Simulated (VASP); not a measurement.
```yaml
crystal:
  lattice:
    - [0.00000, 2.71757, 2.71757]
    - [2.71757, 0.00000, 2.71757]
    - [2.71757, 2.71757, 0.00000]
  atoms:
    - { symbol: Al, position: [0.00000, 0.00000, 0.00000] }
    - { symbol: P, position: [0.25000, 0.25000, 0.25000] }
```

Level of theory: LDA (Ceperley-Alder, Perdew-Zunger), VASP's LDA PAW potentials (set 64) (plane waves; VASP). Settings: 400 eV cut-off, 8×8×8 Γ-centred mesh, Gaussian smearing of 0.010 eV, potentials Al P.

Question: Give the electronic dielectric tensor ε∞ (DFPT, local fields included).

Answer: 
```
8.59  0.00  0.00
0.00  8.59  0.00
0.00  0.00  8.59
```

Question: Give the Born effective charges.

Answer: 
```csv
atom,Z*xx,Z*yy,Z*zz,mean
Al1,2.23,2.23,2.23,2.23
P2,-2.23,-2.23,-2.23,-2.23
```

The compound is AlP in the zinc blende structure. It was relaxed first.
